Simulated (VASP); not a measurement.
An input for Quantum ESPRESSO's pw.x (written as the equivalent of a VASP run, and not itself run):

```
&CONTROL
  calculation = 'scf'
  pseudo_dir = './pseudo'
  outdir = './out'
  tprnfor = .true.
  tstress = .true.
/
&SYSTEM
  ibrav = 0
  nat = 6
  ntyp = 1
  ecutwfc = 66
  occupations = 'smearing'
  smearing = 'fermi-dirac'
  degauss = 0.00735
  input_dft = 'pbe'
/
&ELECTRONS
  conv_thr = 7.3e-08
  electron_maxstep = 100
/
ATOMIC_SPECIES
  Bi 208.980 Bi.upf
CELL_PARAMETERS angstrom
     4.4817500    0.0000000    0.0000000
    -2.2408750    3.8813100    0.0000000
     0.0000000    0.0000000   25.5038000
ATOMIC_POSITIONS crystal
  Bi   0.6666670  0.3333330  0.3136790
  Bi   0.0000000  0.0000000  0.3763010
  Bi   0.3333330  0.6666670  0.4686870
  Bi   0.6666670  0.3333330  0.5313130
  Bi   0.0000000  0.0000000  0.6236990
  Bi   0.3333330  0.6666670  0.6863210
K_POINTS automatic
  3 3 1 0 0 0
```

Problem. Write the VASP files for the same calculation (PBE).

Solution. Several could match; the one computed here: 
**KPOINTS**
```
Automatic mesh
0
Gamma
3 3 1
0 0 0
```

### POSCAR
```
Bi
4.481750
  1.0000000000   0.0000000000   0.0000000000
 -0.5000000000   0.8660255481   0.0000000000
  0.0000000000   0.0000000000   5.6905896134
Bi
6
direct
  0.6666670000   0.3333330000   0.3136790000
  0.0000000000   0.0000000000   0.3763010000
  0.3333330000   0.6666670000   0.4686870000
  0.6666670000   0.3333330000   0.5313130000
  0.0000000000   0.0000000000   0.6236990000
  0.3333330000   0.6666670000   0.6863210000
```

### INCAR
```
ALGO  =  Normal
EDIFF  =  1E-6
ENCUT  =  300
GGA  =  PE
ISIF  =  2
ISMEAR  =  -1
LASPH  =  .True.
LCHARG  =  .False.
LMAXMIX  =  4
LREAL  =  .False.
LWAVE  =  .False.
NELM  =  100
PREC  =  Accurate
SIGMA  =  0.1
SYSTEM  =  Bi
```

POTCAR, in this order: Bi_d (PBE.64 set). Program: vasp_std.

Limits of the translation: the potentials are each code's own (VASP's PAW set, PseudoDojo norm-conserving files in pw.x), so ENCUT and ecutwfc are chosen apart and not converted; conv_thr bounds pw.x's estimated SCF error, while EDIFF bounds the energy change between steps.

The cell is a sheet with vacuum, built from a generated structure.
